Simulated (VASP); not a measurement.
SiO2: band structure with PBEsol

Crystal: SiO2.

```
Si O
1.0
     4.19226    0.00000    0.00000
     0.00000    4.19226    0.00000
     0.00000    0.00000    2.68252
Si O
2 4
Direct
  0.00000 0.00000 0.00000
  0.50000 0.50000 0.50000
  0.30584 0.30584 0.00000
  0.19416 0.80584 0.50000
  0.69416 0.69416 0.00000
  0.80584 0.19416 0.50000
```

- Program: VASP 6.6.1
- Task: band structure
- Functional: PBEsol
- Potentials or basis: VASP PAW PBE potentials, release 64 (Si, O)
- Cutoff: 520 eV
- k mesh: 6 × 6 × 8
- Occupations: gaussian, width 0.02 eV
- Spin: no spin polarisation
- Further INCAR settings: ALGO = Normal; EDIFF = 1e-07

The band gap on the k mesh is 5.34 eV, direct and the band gap along the path is 5.34 eV, direct.

Levels at the corners of the path, in eV from the valence-band top:
```csv
point,band 13,band 14,band 15,band 16,band 17,band 18,band 19,band 20
Γ,-2.52,-0.88,-0.88,0.00,5.34,6.44,8.21,8.21
X,-2.69,-2.69,-1.07,-1.07,7.48,7.48,8.79,8.79
X,-2.69,-2.69,-1.07,-1.07,7.48,7.48,8.79,8.79
M,-2.70,-2.70,-2.27,-2.27,7.17,7.17,9.79,9.79
M,-2.70,-2.70,-2.27,-2.27,7.17,7.17,9.79,9.79
Γ,-2.52,-0.88,-0.88,0.00,5.34,6.44,8.21,8.21
Γ,-2.52,-0.88,-0.88,0.00,5.34,6.44,8.21,8.21
Z,-3.09,-3.09,-2.68,-2.68,8.86,8.86,12.33,12.36
Z,-3.09,-3.09,-2.68,-2.68,8.86,8.86,12.33,12.40
R,-2.28,-2.28,-1.76,-1.76,8.56,8.56,9.62,9.62
R,-2.28,-2.28,-1.76,-1.76,8.56,8.56,9.62,9.62
A,-1.76,-1.76,-1.55,-1.55,6.94,6.94,10.75,10.76
A,-1.76,-1.76,-1.55,-1.55,6.94,6.94,10.75,10.75
Z,-3.09,-3.09,-2.68,-2.68,8.86,8.86,12.33,12.35
X,-2.69,-2.69,-1.07,-1.07,7.48,7.48,8.79,8.79
R,-2.28,-2.28,-1.76,-1.76,8.56,8.56,9.62,9.62
M,-2.70,-2.70,-2.27,-2.27,7.17,7.17,9.79,9.79
A,-1.76,-1.76,-1.55,-1.55,6.94,6.94,10.75,10.75
```

Wall time 33 s on 1 thread of Intel(R) Xeon(R) 6975P-C (Granite Rapids), on a shared host, peak memory 0.21 GiB.

Caveat: the log is that of the step along the path at fixed density, whose energy, stress, charges and moments have no meaning.
